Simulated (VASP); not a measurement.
A convergence study with VASP on AlN (space group F-43m): one setting is varied, all else stays as given below, so the limit is that of these other settings.

```yaml
crystal:
  lattice:
    - [0.00000, 2.20095, 2.20095]
    - [2.20095, 0.00000, 2.20095]
    - [2.20095, 2.20095, 0.00000]
  atoms:
    - { symbol: Al, position: [0.00000, 0.00000, 0.00000] }
    - { symbol: N, position: [0.25000, 0.25000, 0.25000] }
```

Method: PBEsol GGA, VASP's PBE PAW potentials (set 64) (plane waves; VASP). The tightest run used: 400 eV cut-off, 12×12×12 Γ-centred mesh, Gaussian smearing of 0.010 eV, potentials Al N.

The settings run are 4×4×4 mesh; 5×5×5 mesh; 7×7×7 mesh; 8×8×8 mesh; 10×10×10 mesh; 12×12×12 mesh. From which on does the mean ε∞ stay within 0.1  of the tightest run?

From 7×7×7 mesh on: it is off by 0.05 there and by no more than 0.1 in any finer run, while 5×5×5 mesh is off by 0.31.
```tsv
setting	mean ε∞	irreducible k-points	difference judged ()
4×4×4 mesh	5.48	8	0.81
5×5×5 mesh	4.98	10	0.31
7×7×7 mesh	4.72	20	0.05
8×8×8 mesh	4.69	29	0.02
10×10×10 mesh	4.67	47	0.00
12×12×12 mesh	4.67	72	0.00
```

Left out are rungs that failed or repeat a setting and relaxations that didn't move; long series are thinned to 24 rows.

The structure is a typed AlN crystal (space group no. 216). The cell was not relaxed at this level.
